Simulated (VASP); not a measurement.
Here is a VASP 6.6.1 calculation.

The input INCAR:

```
SYSTEM = ScPt
PREC = Accurate
ENCUT = 300
EDIFF = 1E-7
ISMEAR = 0
SIGMA = 0.1
LREAL = .FALSE.
LASPH = .TRUE.
NELM = 80
ALGO = Fast
ISIF = 3
LWAVE = .FALSE.
LCHARG = .FALSE.
GGA = PS
IBRION = 2
NSW = 90
EDIFFG = -0.005
```

The input KPOINTS:

```
Automatic mesh
0
G
  12 12 12
  0 0 0
```

POSCAR

```
ScPt
1.0
    3.2894328500      0.0000000000      0.0000000000
    0.0000000000      3.2894328500      0.0000000000
    0.0000000000      0.0000000000      3.2894328500
Sc Pt
1 1
Direct
    0.5000000000      0.5000000000      0.5000000000
    0.0000000000      0.0000000000      0.0000000000
```

Potentials or basis: VASP PAW PBE potentials, release 64 (Sc_sv, Pt).

Command:

```bash
$ cat potpaw_PBE.64/Sc_sv/POTCAR potpaw_PBE.64/Pt/POTCAR > POTCAR
$ mpirun -np 1 vasp_std > vasp.out
```

Task: Estimate the relaxed volume.

Result: 17.29 Å³/atom.

Task: Estimate the space group after relaxing (to 0.05 Å).

Result: Pm-3m (No. 221).

Final structure:
```xyz
2
Lattice="3.2581 0.0000 0.0000 0.0000 3.2581 0.0000 0.0000 0.0000 3.2581" Properties=species:S:1:pos:R:3 pbc="T T T"
Sc    1.6291    1.6291    1.6291
Pt    0.0000    0.0000    0.0000
```

Caveat: the PAW data sets were made with another functional, which shifts forces and pressure a little. The run has no spin-orbit coupling, so splittings on Pt are missing.
